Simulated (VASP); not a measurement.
Data:

```yaml
crystal:
  lattice:
    - [-2.13000, 2.13000, 3.26259]
    - [2.13000, -2.13000, 3.26259]
    - [2.13000, 2.13000, -3.26259]
  atoms:
    - { symbol: B, position: [0.25000, 0.75000, 0.50000] }
    - { symbol: P, position: [0.00000, 0.00000, 0.00000] }
    - { symbol: O, position: [0.26534, 0.38482, 0.39680] }
    - { symbol: O, position: [0.61518, 0.01198, 0.88052] }
    - { symbol: O, position: [0.98802, 0.86854, 0.60320] }
    - { symbol: O, position: [0.13146, 0.73466, 0.11948] }
```

The numbers are results of PBEsol GGA, VASP's PBE PAW potentials (set 64) (plane waves; VASP), not measurements. Settings: 400 eV cut-off, 6×6×6 Γ-centred mesh, Gaussian smearing of 0.010 eV, potentials B P O.

Task: Give the energies of bands 7 to 18 at the high-symmetry points, in eV from the valence-band maximum.

Result: 
| band | Γ | X | P | N | M | S | R |
|---|---|---|---|---|---|---|---|
| 7 | -7.38 | -6.13 | -6.40 | -6.74 | -6.32 | -6.62 | -6.28 |
| 8 | -6.73 | -6.06 | -6.25 | -6.43 | -6.32 | -6.18 | -6.22 |
| 9 | -3.51 | -3.59 | -3.63 | -3.66 | -3.34 | -3.85 | -3.75 |
| 10 | -2.53 | -3.57 | -3.49 | -3.06 | -2.89 | -3.10 | -3.51 |
| 11 | -1.59 | -2.49 | -2.14 | -2.58 | -2.49 | -2.73 | -2.44 |
| 12 | -1.30 | -2.38 | -2.03 | -1.79 | -2.49 | -2.05 | -2.40 |
| 13 | -1.30 | -1.03 | -1.18 | -1.58 | -2.22 | -1.44 | -1.10 |
| 14 | -1.16 | -0.61 | -0.60 | -0.75 | -2.03 | -1.26 | -0.76 |
| 15 | -0.22 | -0.12 | -0.27 | -0.43 | -0.01 | -0.27 | -0.34 |
| 16 | -0.22 | -0.09 | -0.26 | 0.00 | -0.01 | -0.15 | -0.17 |
| 17 | 7.99 | 10.32 | 10.21 | 9.59 | 10.04 | 9.55 | 9.97 |
| 18 | 8.74 | 10.43 | 10.46 | 10.50 | 10.04 | 10.13 | 10.19 |

The gap is indirect, 7.99 eV, from the valence maximum at N to the conduction minimum at Γ.

The structure comes from a computed database's BPO4 entry (I-4); how it stands against other phases isn't given here. The cell was not relaxed at this level.
